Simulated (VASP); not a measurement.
Input:

```xyz
3
Lattice="-1.6082 1.6082 3.9339 1.6082 -1.6082 3.9339 1.6082 1.6082 -3.9339" Properties=species:S:1:pos:R:3 pbc="T T T"
Si     0.0000     0.0000     5.2313
Si     0.0000     0.0000     2.6365
Mo     0.0000     0.0000     0.0000
```

Level of theory: PBE GGA, VASP's PBE PAW potentials (set 64) (plane waves; VASP). Numerical set-up: 400 eV cut-off, 15×15×15 Γ-centred mesh, tetrahedra with Blöchl corrections, potentials Si Mo_sv.

### Question
What does the run give for the energy per atom (σ→0), band gap (on the k-mesh) with the smallest direct gap where there is one?

### Answer

- band gap (on the k-mesh) = none (metal, semimetal or under 0.01 eV)
- energy per atom (σ→0) = -7.753 eV/atom

Only differences to runs with the same potentials and settings are physical.

The compound is MoSi2 in the MoSi2 type structure. It was relaxed first.
